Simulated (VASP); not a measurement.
VASP input:

File KPOINTS:
```
Automatic mesh
0
G
  6 6 6
0 0 0
```

**INCAR**
```
ALGO = Normal
EDIFF = 1E-6
EDIFFG = -0.01
ENCUT = 480
IBRION = 2
ISIF = 3
ISMEAR = 0
LASPH = .True.
LCHARG = .False.
LMAXMIX = 4
LMIXTAU = .True.
LREAL = .False.
LWAVE = .False.
METAGGA = R2SCAN
NELM = 100
NSW = 60
PREC = Accurate
SIGMA = 0.05
SYSTEM = CsBr
```

### POSCAR
```
CsBr
1.0
  4.2900000000   0.0000000000   0.0000000000
  0.0000000000   4.2900000000   0.0000000000
  0.0000000000   0.0000000000   4.2900000000
Cs Br
1 1
direct
  0.0000000000   0.0000000000   0.0000000000
  0.5000000000   0.5000000000   0.5000000000
```

POTCAR, in this order: Cs_sv Br (PBE.64 set). Program: vasp_std.

**Question.** Translate this r2SCAN calculation to Ansatz.

**Answer.** One equivalent input (not run):
Ansatz 0.2 input:
```yaml
crystal:
  lattice:
    - [4.2900000, 0.0000000, 0.0000000]
    - [0.0000000, 4.2900000, 0.0000000]
    - [0.0000000, 0.0000000, 4.2900000]
  atoms:
    - { symbol: Cs, position: [0.0000000, 0.0000000, 0.0000000] }
    - { symbol: Br, position: [0.5000000, 0.5000000, 0.5000000] }
kpoints:
  mp_grid: { grid: [6, 6, 6] }
hamiltonian:
  xc: r2scan
  pseudopotentials: { kind: paw }
scf:
  occupations: { method: gaussian, width: 0.05 }
  max_iter: 100
relax:
  max_steps: 60
  f_tol: 0.01
  cell: {}
output: { forces: true, stress: true, eigenvalues: true }
```
What does not carry over: each code has its own PAW files, so the cut-off isn't converted (ENCUT is set for VASP's; basis.ecutwfc is left out, and Ansatz then takes the one that its files recommend); Ansatz stops its SCF on the density residual and VASP on the energy change (EDIFF).

The compound is CsBr in the CsCl type structure. This run relaxes it. Symmetry was kept, so distortions that lower it aren't found.
